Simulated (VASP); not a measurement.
Calculation: LDA (Ceperley-Alder, Perdew-Zunger), VASP's LDA PAW potentials (set 64) (plane waves; VASP 6.6.1).

VASP ran on this input.

### INCAR
```
# general
SYSTEM  = Sr(SiAg)2
PREC    = Accurate
ENCUT   = 300
LREAL   = .False.
LASPH   = .True.

# electronic loop
EDIFF   = 1E-6
NELM    = 100
ALGO    = Normal
LMAXMIX = 4

# smearing
ISMEAR  = -1
SIGMA   = 0.05

# ions
ISIF    = 2

# output
LWAVE   = .False.
LCHARG  = .False.
```

POSCAR:
```
Sr(SiAg)2
1.0
 -2.1917550000   2.1917550000   5.2562550000
  2.1917550000  -2.1917550000   5.2562550000
  2.1917550000   2.1917550000  -5.2562550000
Sr Si Ag
1 2 2
Direct
 -0.0071960000   0.0007950000  -0.0009950000
  0.6240940000   0.6184480000   0.0153130000
  0.3987250000   0.3930250000   0.0109280000
  0.7350960000   0.2420390000   0.4854450000
  0.2492800000   0.7456940000   0.4893090000
```

### KPOINTS
```
kpoints
0
Gamma
4 4 6
0 0 0
```

POTCAR, in this order: Sr_sv Si Ag (LDA.64 set). Program: vasp_std.

The run wrote:

### OSZICAR
```
       N       E                     dE             d eps       ncg     rms          rms(c)
DAV:   1     0.150225964568E+03    0.15023E+03   -0.14211E+04  2496   0.101E+03
DAV:   2    -0.196437730188E+02   -0.16987E+03   -0.16669E+03  2920   0.245E+02
DAV:   3    -0.254275685269E+02   -0.57838E+01   -0.57271E+01  3872   0.435E+01
DAV:   4    -0.255315491380E+02   -0.10398E+00   -0.10395E+00  3376   0.500E+00
DAV:   5    -0.255331344096E+02   -0.15853E-02   -0.15852E-02  3592   0.548E-01    0.243E+01
DAV:   6    -0.234150637068E+02    0.21181E+01   -0.19276E+01  2976   0.374E+01    0.134E+01
DAV:   7    -0.232593482485E+02    0.15572E+00   -0.20752E+00  2792   0.123E+01    0.662E+00
DAV:   8    -0.232399101409E+02    0.19438E-01   -0.13102E-01  3272   0.227E+00    0.157E+00
DAV:   9    -0.232282796253E+02    0.11631E-01   -0.55061E-02  3048   0.212E+00    0.269E-01
DAV:  10    -0.232284080000E+02   -0.12837E-03   -0.31209E-03  3400   0.316E-01    0.133E-01
DAV:  11    -0.232284035596E+02    0.44403E-05   -0.16406E-04  3616   0.917E-02    0.430E-02
DAV:  12    -0.232284026704E+02    0.88925E-06   -0.19912E-05  3184   0.285E-02    0.974E-03
DAV:  13    -0.232284022393E+02    0.43113E-06   -0.24821E-06  2656   0.134E-02
   1 F= -.23228402E+02 E0= -.23223751E+02  d E =-.930238E-02
```

### OUTCAR
```
------------------------ aborting loop because EDIFF is reached ----------------------------------------
  FORCE on cell =-STRESS in cart. coord.  units (eV):
  Direction    XX          YY          ZZ          XY          YZ          ZX
  --------------------------------------------------------------------------------------
  Total       -3.1959758     -3.1328671     -3.1479083     -0.0496452      0.0047327     -0.0589020
  in kB      -50.6983276    -49.6972231    -49.9358249     -0.7875302      0.0750750     -0.9343732
  external PRESSURE =     -50.1104585 kB  Pullay stress =       0.0000000 kB
  volume of cell :      101.00
      direct lattice vectors                 reciprocal lattice vectors
    -2.191755000  2.191755000  5.256255000     0.000000000  0.228127688  0.095124761
     2.191755000 -2.191755000  5.256255000     0.228127688  0.000000000  0.095124761
     2.191755000  2.191755000 -5.256255000     0.228127688  0.228127688  0.000000000
 POSITION                                       TOTAL-FORCE (eV/Angst)
 -----------------------------------------------------------------------------------
      0.01533      4.36381     -0.02842        -0.034957      0.171362      0.115800
      0.02119      0.04594      6.45063        -0.124233     -0.226992      0.048300
      0.01146      0.03644      4.10420        -0.088676     -0.249239     -0.248728
     -0.01668      2.14464      2.58445         0.118215      0.186318      0.136813
      2.16046     -0.01557      2.65790         0.129652      0.118552     -0.052185
 -----------------------------------------------------------------------------------
    total drift:                               -0.000007      0.000007     -0.000368
  FREE ENERGIE OF THE ION-ELECTRON SYSTEM (eV)
  ---------------------------------------------------
  free  energy   TOTEN  =       -23.2284022393 eV

  energy  without entropy=      -23.2190998575  energy(sigma->0) =      -23.22375105
```
(Selected blocks of OUTCAR.)

**OUTCAR**
```
 val. band max:        6.0729261427   @ k =   0.5000   0.2500   0.3333

 cond. band min:       6.1424609666   @ k =   0.2500   0.5000   0.3333


 Fermi energy:         6.1080260760

 k-point     1 :       0.0000    0.0000    0.0000
  band No.  band energies     occupation
      1     -28.4448      2.00000
      2     -10.6693      2.00000
      3     -10.5923      2.00000
      4     -10.5879      2.00000
      5      -3.7297      2.00000
      6      -1.2312      2.00000
      7       0.0226      2.00000
      8       0.3787      2.00000
      9       0.5449      2.00000
     10       0.5818      2.00000
     11       1.4497      2.00000
     12       1.4729      2.00000
     13       1.6582      2.00000
     14       1.9048      2.00000
     15       2.4238      2.00000
     16       2.5008      2.00000
     17       2.6524      2.00000
     18       5.2922      2.00000
     19       5.3061      2.00000
     20       6.6365      0.00005
     21       6.8047      0.00000
     22       7.0372      0.00000
     23       9.0499      0.00000
     24       9.4505      0.00000

 k-point     2 :       0.2500   -0.0000    0.0000
  band No.  band energies     occupation
      1     -28.4425      2.00000
      2     -10.6701      2.00000
      3     -10.6607      2.00000
      4     -10.5807      2.00000
      5      -3.2842      2.00000
      6      -1.2556      2.00000
      7       0.3664      2.00000
      8       0.5016      2.00000
      9       0.5806      2.00000
     10       0.7219      2.00000
     11       1.1728      2.00000
     12       1.2993      2.00000
     13       1.5321      2.00000
     14       1.7061      2.00000
     15       1.9698      2.00000
     16       2.0836      2.00000
     17       3.2333      2.00000
     18       3.8970      2.00000
     19       5.6011      1.99992
     20       5.6903      1.99953
     21       6.7540      0.00000
     22       8.3403      0.00000
     23       9.3932      0.00000
     24      10.1880      0.00000
...
```

At this cut-off the stress carries a Pulay error, which pulls relaxed volumes low.

The structure comes from a computed database's Ag2SrSi2 entry; how it stands against other phases isn't given here. The cell was not relaxed at this level, atoms are displaced from their ideal sites. The k-mesh is coarse (spacing up to 0.39 per Å, 2π included), so the numbers may not be converged in it. The run is one of a series of settings (GGA removed, POTCAR Sr_sv Si Ag (LDA.64 set) against the base run), some of them coarse on purpose.
